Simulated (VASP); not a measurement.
A run of VASP 6.6.1:

File INCAR:

```
  ALGO = Normal
  EDIFF = 1E-7
  EDIFFG = -0.002
  ENCUT = 520
  GGA = PE
  IBRION = 2
  ISIF = 3
  ISMEAR = 0
  IVDW = 12
  LASPH = True
  LCHARG = False
  LREAL = False
  LWAVE = False
  NELM = 100
  NSW = 80
  PREC = Accurate
  SIGMA = 0.02
```

The input KPOINTS:

```
k-points
0
Gamma
  3 3 1
```

The input POSCAR:

```
PtSe2
1.0
    3.7240000000      0.0000000000      0.0000000000
   -1.8620000000      3.2250786000      0.0000000000
    0.0000000000      0.0000000000      5.0620000000
Pt Se
1 2
Direct
    0.0000000000      0.0000000000      0.0000000000
    0.3333333300      0.6666666700      0.2500000000
    0.6666666700      0.3333333300      0.7500000000
```

Potentials or basis: VASP PAW PBE potentials, release 64 (Pt, Se).

Launch:

```sh
$ cat potpaw_PBE.64/Pt/POTCAR potpaw_PBE.64/Se/POTCAR > POTCAR
$ mpirun -np 4 vasp_std > vasp.out
```

Hardware: 4 MPI ranks on AMD EPYC 7R43 64-Core Processor (Zen 3), on a shared host.

Estimate the wall time of this run.

Run time: 30 s on 4 MPI ranks on AMD EPYC 7R43 64-Core Processor (Zen 3) (shared host), peak memory 0.1 GiB a rank. Counts: scf iterations 92, k points 3, ion steps 12.
